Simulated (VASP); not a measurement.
Input for VASP

**KPOINTS**
```
Regular mesh
0
Gamma
3 3 5
```

### INCAR
```
SYSTEM = BaS3
PREC = Accurate; ENCUT = 400; LREAL = .False.
LASPH = .True.
EDIFF = 1E-6; NELM = 100; ALGO = Normal
LMAXMIX = 4
ISMEAR = 0; SIGMA = 0.05
GGA = PS
IBRION = 2; NSW = 60; ISIF = 3
EDIFFG = -0.02
LWAVE = .False.; LCHARG = .False.
```

### POSCAR
```
BaS3
1
    6.8231389991     0.0000000000    -0.0000000000
    0.0000000000     6.8231389991     0.0000000000
   -0.0000000000     0.0000000000     4.1337926416
Ba S
2 6
Direct
  1.0000000000   0.0000000000   1.0000000000
  0.5000000000   0.5000000000   0.0000000000
  0.0000000000   0.5000000000   0.2045892132
  0.5000000000   0.0000000000   0.7954107868
  0.1805457085   0.3194542915   0.4777421241
  0.6805457085   0.1805457085   0.5222578759
  0.3194542915   0.8194542915   0.5222578759
  0.8194542915   0.6805457085   0.4777421241
```

POTCAR, in this order: Ba_sv S (PBE.64 set). Program: vasp_std.

Task: Translate this PBEsol calculation to Ansatz.

Result: One equivalent input (not run):
Ansatz 0.2 input:
```yaml
crystal:
  lattice:
    - [6.8231390, 0.0000000, 0.0000000]
    - [0.0000000, 6.8231390, 0.0000000]
    - [0.0000000, 0.0000000, 4.1337926]
  atoms:
    - { symbol: Ba, position: [1.0000000, 0.0000000, 1.0000000] }
    - { symbol: Ba, position: [0.5000000, 0.5000000, 0.0000000] }
    - { symbol: S, position: [0.0000000, 0.5000000, 0.2045892] }
    - { symbol: S, position: [0.5000000, 0.0000000, 0.7954108] }
    - { symbol: S, position: [0.1805457, 0.3194543, 0.4777421] }
    - { symbol: S, position: [0.6805457, 0.1805457, 0.5222579] }
    - { symbol: S, position: [0.3194543, 0.8194543, 0.5222579] }
    - { symbol: S, position: [0.8194543, 0.6805457, 0.4777421] }
kpoints:
  mp_grid: { grid: [3, 3, 5] }
hamiltonian:
  xc: pbesol
  pseudopotentials: { kind: paw }
scf:
  occupations: { method: gaussian, width: 0.05 }
  max_iter: 100
relax:
  max_steps: 60
  f_tol: 0.02
  cell: {}
output: { forces: true, stress: true, eigenvalues: true }
```
What does not carry over: each code has its own PAW files, so the cut-off isn't converted (ENCUT is set for VASP's; basis.ecutwfc is left out, and Ansatz then takes the one that its files recommend); Ansatz stops its SCF on the density residual and VASP on the energy change (EDIFF).

The compound is BaS3 in the sg113 structure. This run relaxes it. Symmetry was kept, so distortions that lower it aren't found. The start is the result of an earlier pass.
